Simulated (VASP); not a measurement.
Input:

```
CELL_PARAMETERS angstrom
      0.00000     2.80575     2.80575
      2.80575     0.00000     2.80575
      2.80575     2.80575     0.00000
ATOMIC_POSITIONS crystal
  Mg 0.00000 0.00000 0.00000
  Se 0.50000 0.50000 0.50000
```

Level of theory: RPBE GGA, VASP's PBE PAW potentials (set 64) (plane waves; VASP 6.6.1). Run with 520 eV cut-off, 8×8×8 Γ-centred mesh, Gaussian smearing of 0.050 eV, potentials Mg Se.

### Question
Give the stress tensor in GPa (positive for a compressed cell).

### Answer

```
-1.56   0.00   0.00
 0.00  -1.56   0.00
 0.00   0.00  -1.56
```
The pressure is its mean diagonal, -1.56 GPa.

The compound is MgSe in the rock salt structure. This cell is one point of a volume scan, at 1.03 of the reference volume.
